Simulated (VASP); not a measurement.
Method: TPSS meta-GGA, VASP's PBE PAW potentials (set 64) (plane waves; VASP 6.6.1).

The input files of a VASP run:

### INCAR
```
LREAL=.False.   ! projection in real space or not
EDIFF=1E-7   ! SCF stop (eV)
PREC=Accurate
ENCUT=520   ! plane-wave cut-off (eV)
IBRION=2
ISIF=4   ! ions and shape, fixed volume
SIGMA=0.05   ! width (eV)
LMIXTAU=.True.
EDIFFG=-0.01   ! ionic stop
LWAVE=.False.
NELM=100
ISMEAR=0
ALGO=Normal
LMAXMIX=4
LCHARG=.False.
SYSTEM=ZnO
METAGGA=TPSS
LASPH=.True.
NSW=30   ! most ionic steps
```

KPOINTS:
```
K-points
0
G
 8 8 4
0 0 0
```

### POSCAR
```
ZnO
1.0
  1.6008049103  -2.7726758735   0.0000000000
  1.6008049103   2.7726758735   0.0000000000
  0.0000000000   0.0000000000   5.1309686966
Zn O
2 2
direct
  0.6666670000   0.3333330000   0.5002892767
  0.3333330000   0.6666670000   0.0002892767
  0.6666670000   0.3333330000   0.8817107233
  0.3333330000   0.6666670000   0.3817107233
```

POTCAR, in this order: Zn O (PBE.64 set). Program: vasp_std.

Output of the run:

OUTCAR:
```
 ion  position               nearest neighbor table
   1  0.667  0.333  0.500-   4 1.95   4 1.95   4 1.95   3 1.96
   2  0.333  0.667  0.000-   3 1.95   3 1.95   3 1.95   4 1.96
   3  0.667  0.333  0.882-   2 1.95   2 1.95   2 1.95   1 1.96
   4  0.333  0.667  0.382-   1 1.95   1 1.95   1 1.95   2 1.96
  LATTYP: Found a hexagonal cell.
 ALAT       =     3.2016101981
 C/A-ratio  =     1.6026212997
 Subroutine PRICEL returns:
 Original cell was already a primitive cell.
 Subroutine GETGRP returns: Found 12 space group operations
The static configuration has the point symmetry C_3v.
 The point group associated with its full space group is C_6v.
The dynamic configuration has the point symmetry C_3v.
 Subroutine INISYM returns: Found 12 space group operations
 Subroutine IBZKPT returns following result:
 Found     30 irreducible k-points:

 Following reciprocal coordinates:
            Coordinates               Weight
  0.000000  0.000000  0.000000      1.000000
  0.125000  0.000000  0.000000      6.000000
  0.250000  0.000000  0.000000      6.000000
  0.375000 -0.000000  0.000000      6.000000
  0.500000  0.000000  0.000000      3.000000
...
```

### OSZICAR
```
       N       E                     dE             d eps       ncg     rms          rms(c)
DAV:   1     0.273303610388E+03    0.27330E+03   -0.19094E+04  1336   0.243E+03
DAV:   2     0.116296359633E+02   -0.26167E+03   -0.25434E+03  1374   0.454E+02
DAV:   3    -0.138898591943E+02   -0.25519E+02   -0.25212E+02  1578   0.154E+02
DAV:   4    -0.143593039780E+02   -0.46944E+00   -0.46903E+00  1494   0.222E+01
DAV:   5    -0.143627029773E+02   -0.33990E-02   -0.33986E-02  1560   0.176E+00    0.182E+01
DAV:   6    -0.426606950457E+02   -0.28298E+02   -0.14962E+02  1368   0.135E+02    0.155E+01
DAV:   7    -0.399805960562E+02    0.26801E+01   -0.30897E+00  1760   0.391E+01    0.114E+01
DAV:   8    -0.387711922280E+02    0.12094E+01   -0.26037E+01  1998   0.719E+01    0.738E+00
DAV:   9    -0.385426590962E+02    0.22853E+00   -0.27576E+00  1486   0.192E+01    0.547E+00
DAV:  10    -0.381238127235E+02    0.41885E+00   -0.21266E+00  1788   0.148E+01    0.499E-01
DAV:  11    -0.381605574141E+02   -0.36745E-01   -0.21465E-01  1320   0.517E+00    0.490E-01
DAV:  12    -0.382385726212E+02   -0.78015E-01   -0.34979E-02  1320   0.195E+00    0.249E-01
DAV:  13    -0.382403711917E+02   -0.17986E-02   -0.53938E-03  1862   0.209E+00    0.108E-01
DAV:  14    -0.382422230378E+02   -0.18518E-02   -0.12957E-03  2044   0.110E+00    0.171E-01
DAV:  15    -0.382418130927E+02    0.40995E-03   -0.64459E-04  1690   0.266E-01    0.879E-02
DAV:  16    -0.382416573945E+02    0.15570E-03   -0.82090E-04  1668   0.279E-01    0.161E-02
DAV:  17    -0.382416618542E+02   -0.44597E-05   -0.79426E-05  1376   0.139E-01    0.108E-02
DAV:  18    -0.382417059607E+02   -0.44106E-04   -0.10496E-05  1332   0.408E-02    0.862E-03
DAV:  19    -0.382417193783E+02   -0.13418E-04   -0.13369E-06  1700   0.294E-02    0.518E-03
DAV:  20    -0.382417083143E+02    0.11064E-04   -0.17814E-06  1472   0.139E-02    0.139E-03
DAV:  21    -0.382417104930E+02   -0.21787E-05   -0.22754E-07  1164   0.863E-03    0.641E-04
DAV:  22    -0.382417091576E+02    0.13354E-05   -0.41295E-08   660   0.209E-03    0.289E-04
DAV:  23    -0.382417099077E+02   -0.75007E-06   -0.56890E-09   660   0.172E-03    0.155E-04
DAV:  24    -0.382417097046E+02    0.20310E-06   -0.54273E-09   660   0.905E-04    0.216E-04
DAV:  25    -0.382417099375E+02   -0.23289E-06   -0.16819E-09   660   0.863E-04    0.749E-05
DAV:  26    -0.382417097355E+02    0.20200E-06   -0.39047E-10   660   0.345E-04    0.695E-05
DAV:  27    -0.382417097727E+02   -0.37275E-07   -0.49966E-10   660   0.232E-04
   1 F= -.38241710E+02 E0= -.38241710E+02  d E =-.382417E+02
```

File OUTCAR:
```
------------------------ aborting loop because EDIFF is reached ----------------------------------------
  FORCE on cell =-STRESS in cart. coord.  units (eV):
  Direction    XX          YY          ZZ          XY          YZ          ZX
  --------------------------------------------------------------------------------------
  Total        2.8466774      2.8466783      2.7964299      0.0000000     -0.0000000     -0.0000000
  in kB      100.1340913    100.1341228     98.3665978      0.0000000     -0.0000000     -0.0000000
  external PRESSURE =      99.5449373 kB  Pullay stress =       0.0000000 kB
  volume of cell :       45.55
      direct lattice vectors                 reciprocal lattice vectors
     1.600804910 -2.772675873  0.000000000     0.312342870 -0.180331212  0.000000000
     1.600804910  2.772675873  0.000000000     0.312342870  0.180331212  0.000000000
     0.000000000  0.000000000  5.130968697     0.000000000  0.000000000  0.194894972
  FREE ENERGIE OF THE ION-ELECTRON SYSTEM (eV)
  ---------------------------------------------------
  free  energy   TOTEN  =       -38.2417097727 eV

  energy  without entropy=      -38.2417097727  energy(sigma->0) =      -38.24170977

 reached required accuracy - stopping structural energy minimisation
```
(Selected blocks of OUTCAR.)

File OUTCAR:
```
 val. band max:        1.4416627111   @ k =   0.0000   0.0000   0.0000

 cond. band min:       2.2918719259   @ k =   0.0000   0.0000   0.0000


 Fermi energy:         1.7441749900

 k-point     1 :       0.0000    0.0000    0.0000
  band No.  band energies     occupation
      1     -17.5013      2.00000
      2     -16.7226      2.00000
      3      -4.5664      2.00000
      4      -4.5483      2.00000
      5      -4.5483      2.00000
      6      -4.4615      2.00000
      7      -4.3454      2.00000
      8      -4.3454      2.00000
      9      -3.2302      2.00000
     10      -3.2302      2.00000
     11      -2.9955      2.00000
     12      -2.9955      2.00000
     13      -2.6893      2.00000
     14       0.5961      2.00000
     15       0.5961      2.00000
     16       1.3330      2.00000
     17       1.4417      2.00000
     18       1.4417      2.00000
     19       2.2919      0.00000
     20       6.9495      0.00000
     21       9.9327      0.00000
     22      14.8135      0.00000

 k-point     2 :       0.1250    0.0000    0.0000
  band No.  band energies     occupation
      1     -17.4111      2.00000
      2     -16.6835      2.00000
      3      -4.6591      2.00000
      4      -4.4942      2.00000
      5      -4.4454      2.00000
      6      -4.4154      2.00000
      7      -4.3290      2.00000
      8      -4.2697      2.00000
      9      -3.2695      2.00000
     10      -3.2344      2.00000
     11      -2.9870      2.00000
     12      -2.9275      2.00000
     13      -2.7095      2.00000
     14       0.0213      2.00000
     15       0.3749      2.00000
     16       0.6264      2.00000
     17       1.2232      2.00000
     18       1.3210      2.00000
     19       3.3286      0.00000
     20       7.6091      0.00000
     21       9.8998      0.00000
     22      13.2767      0.00000

 k-point     3 :       0.2500    0.0000    0.0000
  band No.  band energies     occupation
      1     -17.1786      2.00000
...
```

The compound is ZnO in the wurtzite structure. This cell is one point of a volume scan, at 0.94 of the reference volume.
